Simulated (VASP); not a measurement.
Input for VASP

### INCAR
```
SYSTEM=SiSn
PREC=Accurate; ENCUT=400; LREAL=.FALSE.
LASPH=.TRUE.
EDIFF=1E-6; NELM=100; ALGO=Normal
LMAXMIX=4
ISMEAR=1; SIGMA=0.1
IBRION=2; NSW=60; ISIF=3
EDIFFG=-0.01
LWAVE=.FALSE.; LCHARG=.FALSE.
```

File POSCAR:
```
SiSn
1
    0.0000000000     2.8578610000     2.8578610000
    2.8578610000     0.0000000000     2.8578610000
    2.8578610000     2.8578610000     0.0000000000
Si Sn
1 1
Direct
  0.0000000000   0.0000000000   0.0000000000
  0.5000000000   0.5000000000   0.5000000000
```

KPOINTS:
```
Automatic mesh
0
Gamma
10 10 10
0 0 0
```

POTCAR, in this order: Si Sn_d (LDA.64 set). Program: vasp_std.

Translate this LDA calculation to Ansatz.

One equivalent input (not run):
Ansatz 0.2 input:
```yaml
crystal:
  lattice:
    - [0.0000000, 2.8578610, 2.8578610]
    - [2.8578610, 0.0000000, 2.8578610]
    - [2.8578610, 2.8578610, 0.0000000]
  atoms:
    - { symbol: Si, position: [0.0000000, 0.0000000, 0.0000000] }
    - { symbol: Sn, position: [0.5000000, 0.5000000, 0.5000000] }
kpoints:
  mp_grid: { grid: [10, 10, 10] }
hamiltonian:
  xc: lda
  pseudopotentials: { kind: paw }
scf:
  occupations: { method: methfessel_paxton, width: 0.1 }
  max_iter: 100
relax:
  max_steps: 60
  f_tol: 0.01
  cell: {}
output: { forces: true, stress: true, eigenvalues: true }
```
The two are equivalent in intent, not identical: each code has its own PAW files, so the cut-off isn't converted (ENCUT is set for VASP's; basis.ecutwfc is left out, and Ansatz then takes the one that its files recommend); Ansatz stops its SCF on the density residual and VASP on the energy change (EDIFF); Ansatz's lda is the Perdew-Wang form, while the LDA potentials of VASP carry Perdew-Zunger's.

The structure was generated: SiSn was put into the rocksalt type (Fm-3m), which need not be its known phase. This run relaxes it. Symmetry was kept, so distortions that lower it aren't found.
